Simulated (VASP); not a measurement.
Input of a VASP 6.6.1 run:

Contents of INCAR:

```
PREC = Normal ; ENCUT = 520
EDIFF = 1E-4 ; ISMEAR = 0
SIGMA = 0.15 ; LREAL = Auto
LASPH = T ; NELM = 60
ALGO = Fast ; ISIF = 3
LWAVE = F ; LCHARG = F
GGA = PE ; IBRION = 2
NSW = 24 ; EDIFFG = -0.08
KPAR = 2
```

File KPOINTS:

```
Automatic mesh
0
Gamma
  3 3 3
```

File POSCAR:

```
CaZr2N2
1.0
   -3.2732832200      3.2732832200      4.1429862900
    3.2732832200     -3.2732832200      4.1429862900
    3.2732832200      3.2732832200     -4.1429862900
Ca Zr N
2 4 4
Direct
    0.5000000000      0.5000000000      0.0000000000
    0.2500000000      0.7500000000      0.5000000000
    0.1909226300      0.1909226300      0.0000000000
    0.9409226300      0.4409226300      0.5000000000
    0.5590773700      0.0590773700      0.5000000000
    0.8090773700      0.8090773700      0.0000000000
    0.3750000000      0.6250000000      0.7500000000
    0.8750000000      0.6250000000      0.2500000000
    0.3750000000      0.1250000000      0.7500000000
    0.3750000000      0.6250000000      0.2500000000
```

Potentials or basis: VASP PAW PBE potentials, release 64 (Ca_sv, Zr_sv, N).

Run with:

```sh
$ cat potpaw_PBE.64/Ca_sv/POTCAR potpaw_PBE.64/Zr_sv/POTCAR potpaw_PBE.64/N/POTCAR > POTCAR
$ mpirun -np 2 vasp_std > vasp.out
```

**Question.** Predict the band gap on the k mesh.

**Answer.** None (metal or under the smearing width).

**Question.** Predict the space group after relaxing (to 0.05 Å).

**Answer.** I4_1/amd (No. 141).

**Question.** What does it give for the relaxed volume?

**Answer.** 23.47 Å³/atom.

Stress tensor (GPa, compression positive):
```
-0.27  0.00  0.00
 0.00 -0.27  0.00
 0.00  0.00  0.41
```

Caveat: the k mesh is coarse (spacing up to 0.45 Å⁻¹), so the values aren't converged; the volume moved by over 15 % at a fixed basis, so the end points are rough.
